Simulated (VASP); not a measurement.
Data:

```xyz
4
Lattice="3.8436 0.0000 0.0000 0.0000 3.8436 0.0000 0.0000 0.0000 3.8436" Properties=species:S:1:pos:R:3 pbc="T T T"
Cu     0.0000     1.9218     1.9218
Cu     1.9218     0.0000     1.9218
Cu     1.9218     1.9218     0.0000
Au     0.0000     0.0000     0.0000
```

These are vdW-DF2, VASP's PBE PAW potentials (set 64) (plane waves; VASP) values and carry that method's errors. Numerical set-up: 520 eV cut-off, 8×8×8 Γ-centred mesh, first-order Methfessel-Paxton smearing of 0.10 eV, potentials Cu Au.

Unless said otherwise, spin-orbit coupling is left out, though it shifts the bands of the heavy elements here.

Task: What does the run give for the energy per atom (σ→0), pressure, band gap (on the k-mesh) with the smallest direct gap where there is one?

Result: 
```yaml
band gap (on the k-mesh): none (metal, semimetal or under 0.01 eV)
energy per atom (σ→0): -318 meV/atom
pressure: 6.94 GPa
```

Total energies compare only between runs with the same potentials, cut-off and functional.

The compound is Cu3Au in the L1_2 structure. This cell is one point of a volume scan, at 0.94 of the reference volume.
